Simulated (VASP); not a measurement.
Output of a VASP run:

OUTCAR:
```
 ion  position               nearest neighbor table
   1  0.000  0.000  0.000-   2 2.53   2 2.53   2 2.53   2 2.53
   2  0.250  0.250  0.250-   1 2.53   1 2.53   1 2.53   1 2.53
  LATTYP: Found a face centered cubic cell.
 ALAT       =     5.8524383254
 Subroutine PRICEL returns:
 Original cell was already a primitive cell.
 Subroutine GETGRP returns: Found 24 space group operations
The static configuration has the point symmetry T_d .
The dynamic configuration has the point symmetry T_d .
 Subroutine INISYM returns: Found 24 space group operations
 Subroutine IBZKPT returns following result:
 Found     29 irreducible k-points:

 Following reciprocal coordinates:
            Coordinates               Weight
  0.000000  0.000000  0.000000      1.000000
  0.125000  0.000000  0.000000      8.000000
  0.250000  0.000000  0.000000      8.000000
  0.375000  0.000000  0.000000      8.000000
  0.500000  0.000000  0.000000      4.000000
  0.125000  0.125000  0.000000      6.000000
  0.250000  0.125000  0.000000     24.000000
  0.375000  0.125000  0.000000     24.000000
  0.500000  0.125000  0.000000     24.000000
 -0.375000  0.125000  0.000000     24.000000
 -0.250000  0.125000  0.000000     24.000000
 -0.125000  0.125000  0.000000     12.000000
  0.250000  0.250000  0.000000      6.000000
  0.375000  0.250000  0.000000     24.000000
  0.500000  0.250000  0.000000     24.000000
 -0.375000  0.250000  0.000000     24.000000
 -0.250000  0.250000  0.000000     12.000000
  0.375000  0.375000  0.000000      6.000000
  0.500000  0.375000  0.000000     24.000000
 -0.375000  0.375000  0.000000     12.000000
  0.500000  0.500000  0.000000      3.000000
  0.375000  0.250000  0.125000     24.000000
  0.500000  0.250000  0.125000     48.000000
 -0.375000  0.250000  0.125000     24.000000
  0.500000  0.375000  0.125000     24.000000
 -0.375000  0.375000  0.125000     48.000000
 -0.250000  0.375000  0.125000     24.000000
 -0.375000  0.500000  0.125000     12.000000
 -0.250000  0.500000  0.250000      6.000000
   k-points           NKPTS =     29   k-points in BZ     NKDIM =     29   number of bands    NBANDS=     13
   number of dos      NEDOS =    301   number of ions     NIONS =      2
   total plane-waves  NPLWV =  27000
   dimension x,y,z NGX =    30 NGY =   30 NGZ =   30
   dimension x,y,z NGXF=    60 NGYF=   60 NGZF=   60
   ions per type =               1   1
   PREC   = accura    normal or accurate (medium, high low for compatibility)
   ISTART =      0    job   : 0-new  1-cont  2-samecut
   ICHARG =      2    charge: 1-file 2-atom 10-const
   ISPIN  =      1    spin polarized calculation?
   LNONCOLLINEAR =      F non collinear calculations
   LSORBIT =      F    spin-orbit coupling
   INIWAV =      1    electr: 0-lowe 1-rand  2-diag
   ENCUT  =  500.0 eV  36.75 Ry    6.06 a.u.   7.55  7.55  7.55*2*pi/ulx,y,z
   NELM   =    100;   NELMIN=  2; NELMDL= -5     # of ELM steps
   EDIFF  = 0.1E-05   stopping-criterion for ELM
   LREAL  =      F    real-space projection
   NLSPLINE    = F    spline interpolate recip. space projectors
   LMAXMIX     =    4 max onsite mixed and CHGCAR
   VOSKOWN=      0    Vosko Wilk Nusair interpolation
   EDIFFG = -.2E-01   stopping-criterion for IOM
   NSW    =     40    number of steps for IOM
   NBLOCK =      1;   KBLOCK =     40    inner block; outer block
   IBRION =      2    ionic relax: 0-MD 1-quasi-New 2-CG
   NFREE  =      1    steps in history (QN), initial steepest desc. (CG)
   ISIF   =      3    stress and relaxation
   ISYM   =      2    0-nonsym 1-usesym 2-fastsym
   TEIN   =    0.0    initial temperature
   TEBEG  =    0.0;   TEEND  =   0.0 temperature during run
   SMASS  =  -3.00    Nose mass-parameter (am)
   PSTRESS=  450.0 pullay stress
   NELECT =      18.0000    total number of electrons
   EFERMI =   0.00;   METHOD = LEGACY
   ISMEAR =     0;   SIGMA  =   0.05  broadening in eV -4-tet -1-fermi 0-gaus
   IALGO  =     38    algorithm
...
```

File OSZICAR:
```
...
       N       E                     dE             d eps       ncg     rms          rms(c)
DAV:   1    -0.266546043242E+02   -0.20282E+02   -0.38422E+02   954   0.338E+02    0.500E+01
DAV:   2    -0.742211297552E+00    0.25912E+02   -0.97994E+01   829   0.380E+02    0.104E+01
DAV:   3     0.214875489533E+00    0.95709E+00   -0.59917E+00   784   0.257E+01    0.817E+00
DAV:   4     0.560948678937E+00    0.34607E+00   -0.14006E+00   809   0.129E+01    0.385E+00
DAV:   5     0.538592837015E+00   -0.22356E-01   -0.10804E-01   992   0.344E+00    0.203E+00
DAV:   6     0.534053353292E+00   -0.45395E-02   -0.27345E-02   995   0.255E+00    0.478E-01
DAV:   7     0.534356430855E+00    0.30308E-03   -0.28005E-03  1163   0.115E+00    0.268E-01
DAV:   8     0.534296407107E+00   -0.60024E-04   -0.18029E-04   947   0.152E-01    0.845E-02
DAV:   9     0.534335796417E+00    0.39389E-04   -0.79482E-05  1002   0.257E-01    0.319E-02
DAV:  10     0.534334897662E+00   -0.89876E-06   -0.50241E-06   817   0.211E-02
   2 F= 0.10348892E+02 E0= 0.10349388E+02  d E =0.264619E+01
       N       E                     dE             d eps       ncg     rms          rms(c)
DAV:   1    -0.173877721061E+02   -0.17922E+02   -0.39440E+02   959   0.631E+02    0.390E+01
DAV:   2    -0.807244093275E+01    0.93153E+01   -0.25668E+01   973   0.103E+02    0.887E+00
DAV:   3    -0.594562201193E+01    0.21268E+01   -0.48940E+00  1094   0.448E+01    0.150E+01
DAV:   4    -0.570692590571E+01    0.23870E+00   -0.58041E-01   814   0.723E+00    0.337E+00
DAV:   5    -0.560227114978E+01    0.10465E+00   -0.36148E-01   969   0.160E+01    0.394E+00
DAV:   6    -0.560410013000E+01   -0.18290E-02   -0.24337E-02   817   0.139E+00    0.495E-01
DAV:   7    -0.560335924303E+01    0.74089E-03   -0.14675E-03  1124   0.359E-01    0.346E-01
DAV:   8    -0.560234890863E+01    0.10103E-02   -0.13608E-03  1007   0.461E-01    0.488E-01
DAV:   9    -0.560232014765E+01    0.28761E-04   -0.88457E-05  1191   0.198E-01    0.315E-01
DAV:  10    -0.560232053744E+01   -0.38979E-06   -0.18497E-06   830   0.187E-02
   3 F= 0.75149596E+01 E0= 0.75149596E+01  d E =-.187743E+00
       N       E                     dE             d eps       ncg     rms          rms(c)
DAV:   1    -0.552744541284E+01    0.74875E-01   -0.16393E-01   959   0.966E+00    0.614E-01
DAV:   2    -0.552134152955E+01    0.61039E-02   -0.13113E-02   944   0.328E+00    0.205E-01
DAV:   3    -0.552038294231E+01    0.95859E-03   -0.25059E-03  1040   0.129E+00    0.104E-01
DAV:   4    -0.552035768651E+01    0.25256E-04   -0.13893E-04   814   0.124E-01    0.684E-02
DAV:   5    -0.552034026957E+01    0.17417E-04   -0.23265E-05   917   0.540E-02    0.308E-02
DAV:   6    -0.552034085307E+01   -0.58350E-06   -0.36692E-06  1033   0.193E-02
   4 F= 0.75125678E+01 E0= 0.75125678E+01  d E =-.190135E+00
       N       E                     dE             d eps       ncg     rms          rms(c)
DAV:   1    -0.548281389848E+01    0.37526E-01   -0.35757E-02   964   0.454E+00    0.269E-01
DAV:   2    -0.548148250286E+01    0.13314E-02   -0.28606E-03   939   0.152E+00    0.884E-02
DAV:   3    -0.548127644438E+01    0.20606E-03   -0.54896E-04  1058   0.602E-01    0.559E-02
DAV:   4    -0.548127217420E+01    0.42702E-05   -0.29922E-05   809   0.570E-02    0.380E-02
DAV:   5    -0.548126951399E+01    0.26602E-05   -0.54258E-06   899   0.260E-02    0.159E-02
DAV:   6    -0.548127007427E+01   -0.56029E-06   -0.53562E-07   417   0.855E-03
   5 F= 0.75123328E+01 E0= 0.75123328E+01  d E =-.190370E+00
```

File OUTCAR:
```
------------------------ aborting loop because EDIFF is reached ----------------------------------------
  FORCE on cell =-STRESS in cart. coord.  units (eV):
  Direction    XX          YY          ZZ          XY          YZ          ZX
  --------------------------------------------------------------------------------------
  Total       13.0153596     13.0153596     13.0153596      0.0000000      0.0000000      0.0000000
  in kB      450.7534878    450.7534878    450.7534878      0.0000000      0.0000000      0.0000000
  external PRESSURE =       0.7534878 kB  Pullay stress =     450.0000000 kB
  volume of cell :       46.26
      direct lattice vectors                 reciprocal lattice vectors
    -0.000000000  2.849263103  2.849263103    -0.175483970  0.175483970  0.175483970
     2.849263103  0.000000000  2.849263103     0.175483970 -0.175483970  0.175483970
     2.849263103  2.849263103  0.000000000     0.175483970  0.175483970 -0.175483970
  FREE ENERGIE OF THE ION-ELECTRON SYSTEM (eV)
  ---------------------------------------------------
  free  energy   TOTEN  =        -5.4812700743 eV

  energy  without entropy=       -5.4812700216  energy(sigma->0) =       -5.48127005
  enthalpy is  TOTEN    =         7.5123328044 eV   P V=       12.9936028787

 reached required accuracy - stopping structural energy minimisation
```
(Selected blocks of OUTCAR.)

**POSCAR**
```
InSb
1
    0.0000000000     2.9262191627     2.9262191627
    2.9262191627     0.0000000000     2.9262191627
    2.9262191627     2.9262191627     0.0000000000
In Sb
1 1
Direct
  0.0000000000   0.0000000000   0.0000000000
  0.2500000000   0.2500000000   0.2500000000
```

Problem. Reconstruct the remaining input files.

Solution. This is not unique; one that fits is the input of the run itself, PBEsol GGA, plane waves, VASP's PBE PAW potentials (set 64).

KPOINTS:
```
Automatic mesh
0
Gamma
8 8 8
0 0 0
```

INCAR:
```
! general
SYSTEM  = InSb
PREC    = Accurate
ENCUT   = 500
LREAL   = .FALSE.
LASPH   = .TRUE.

! electronic loop
EDIFF   = 1E-6
NELM    = 100
ALGO    = Normal
LMAXMIX = 4

! smearing
ISMEAR  = 0
SIGMA   = 0.05

! functional
GGA     = PS

! ions
IBRION  = 2
NSW     = 40
ISIF    = 3
EDIFFG  = -0.02
PSTRESS = 450

! output
LWAVE   = .FALSE.
LCHARG  = .FALSE.
```

POTCAR, in this order: In_d Sb (PBE.64 set). Program: vasp_std.

Energy and stress use the plane-wave basis of the starting cell.

The compound is InSb in the zinc blende structure. This run relaxes it under an external pressure of 45 GPa. Symmetry was kept, so distortions that lower it aren't found.
